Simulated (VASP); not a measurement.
A run of VASP 6.6.1 is set up as follows.

The input INCAR:

```
PREC = Accurate ; ENCUT = 520
EDIFF = 1E-6 ; ISMEAR = 0
SIGMA = 0.02 ; LREAL = False
LASPH = True ; NELM = 100
ALGO = Normal ; ISIF = 2
LWAVE = False ; LCHARG = True
GGA = PE ; LELF = True
LVHAR = True ; NBANDS = 26
```

KPOINTS

```
Automatic mesh
0
Gamma
  9 9 6
```

The input POSCAR:

```
ZnO
1.0
    3.2782567106      0.0000000000      0.0000000000
   -1.6391283553      2.8390535915      0.0000000000
    0.0000000000      0.0000000000      5.2892449661
Zn O
2 2
Direct
    0.3333333333      0.6666666667      0.4999058603
    0.6666666667      0.3333333333     -0.0000941397
    0.6666666667      0.3333333333      0.3791041397
    0.3333333333      0.6666666667      0.8791041397
```

Potentials or basis: VASP PAW PBE potentials, release 64 (Zn, O).

The run is started by

```bash
$ cat potpaw_PBE.64/Zn/POTCAR potpaw_PBE.64/O/POTCAR > POTCAR
$ mpirun -np 1 vasp_std > vasp.out
```

Problem. What does it give for the band gap on the k mesh?

Solution. 0.73 eV, direct.

Problem. Estimate the pressure.

Solution. 1.1 GPa.

**The experiment to reproduce.**

From “Electronic structure of alkaline earth and post-transition metal oxides”, 2009, arxiv:0908.1581, for a bulk crystal of ZnO: band gap 3.37 eV.

Against the measured gap of ZnO, 3.37 eV (quoted in “Electronic structure of alkaline earth and post-transition metal oxides”, 2009, arxiv:0908.1581), the calculated 0.73 eV is off by -2.64 eV. So large a miss can be the level of theory's own, or it may mean another phase, state or a wrong row. The value is that of PBE, without temperature or zero-point motion. Semilocal functionals fall short of measured gaps as a rule.
